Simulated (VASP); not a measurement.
OSZICAR of a VASP run on SiC (wurtzite):

File OSZICAR:
```
       N       E                     dE             d eps       ncg     rms          rms(c)
DAV:   1     0.371488315951E+02    0.37149E+02   -0.74652E+03   720   0.120E+03
DAV:   2    -0.308497000137E+02   -0.67999E+02   -0.63280E+02  1052   0.191E+02
DAV:   3    -0.338228670585E+02   -0.29732E+01   -0.29571E+01   944   0.403E+01
DAV:   4    -0.338553031513E+02   -0.32436E-01   -0.32416E-01   908   0.498E+00
DAV:   5    -0.338558464607E+02   -0.54331E-03   -0.54326E-03   936   0.609E-01    0.126E+01
DAV:   6    -0.302112908340E+02    0.36446E+01   -0.10716E+01   888   0.209E+01    0.562E+00
DAV:   7    -0.301122958076E+02    0.98995E-01   -0.93148E-01   920   0.644E+00    0.247E+00
DAV:   8    -0.300965924440E+02    0.15703E-01   -0.47879E-02   852   0.163E+00    0.542E-01
DAV:   9    -0.300958772789E+02    0.71517E-03   -0.63859E-03   880   0.617E-01    0.131E-01
DAV:  10    -0.300961349542E+02   -0.25768E-03   -0.69742E-04   868   0.192E-01    0.539E-02
DAV:  11    -0.300961487152E+02   -0.13761E-04   -0.10673E-04   860   0.819E-02    0.125E-02
DAV:  12    -0.300961499340E+02   -0.12187E-05   -0.40930E-06   896   0.163E-02    0.289E-03
DAV:  13    -0.300961503469E+02   -0.41292E-06   -0.21414E-07   708   0.396E-03    0.183E-03
DAV:  14    -0.300961503889E+02   -0.41982E-07   -0.20178E-08   588   0.127E-03
   1 F= -.31306222E+02 E0= -.31306222E+02  d E =-.313062E+02
       N       E                     dE             d eps       ncg     rms          rms(c)
DAV:   1    -0.300962081063E+02   -0.57759E-04   -0.28607E-03   900   0.451E-01    0.388E-02
DAV:   2    -0.300961769960E+02    0.31110E-04   -0.10749E-04   920   0.933E-02    0.201E-02
DAV:   3    -0.300961590800E+02    0.17916E-04   -0.35065E-05   924   0.501E-02    0.329E-03
DAV:   4    -0.300961593358E+02   -0.25581E-06   -0.45093E-06   860   0.155E-02    0.199E-03
DAV:   5    -0.300961592832E+02    0.52636E-07   -0.79073E-08   564   0.272E-03
   2 F= -.31306222E+02 E0= -.31306222E+02  d E =0.209277E-06
       N       E                     dE             d eps       ncg     rms          rms(c)
DAV:   1    -0.300961841206E+02   -0.24785E-04   -0.72080E-04   904   0.227E-01    0.195E-02
DAV:   2    -0.300961762968E+02    0.78238E-05   -0.26933E-05   912   0.467E-02    0.101E-02
DAV:   3    -0.300961718324E+02    0.44644E-05   -0.88700E-06   924   0.252E-02    0.164E-03
DAV:   4    -0.300961719043E+02   -0.71835E-07   -0.11389E-06   856   0.778E-03    0.100E-03
DAV:   5    -0.300961718934E+02    0.10830E-07   -0.19945E-08   504   0.137E-03
   3 F= -.31306239E+02 E0= -.31306239E+02  d E =-.169781E-04
```

**Question.** Which electronic solver shows in the log?

**Answer.** It is blocked Davidson (ALGO = Normal, or the opening steps of other solvers). The INCAR had ALGO = Normal.

**Question.** Can the final energy be trusted as converged?

**Answer.** Self-consistency was reached. It stopped with EDIFF = 1E-7, NELM = 100, NSW = 30 and EDIFFG = -0.01 after 3 ionic steps (PBE GGA with D3 dispersion (Becke-Johnson damping), plane waves, VASP's PBE PAW potentials (set 64)).

The compound is SiC in the wurtzite structure, the rare 2H polytype. This run relaxes it. Symmetry was kept, so distortions that lower it aren't found.
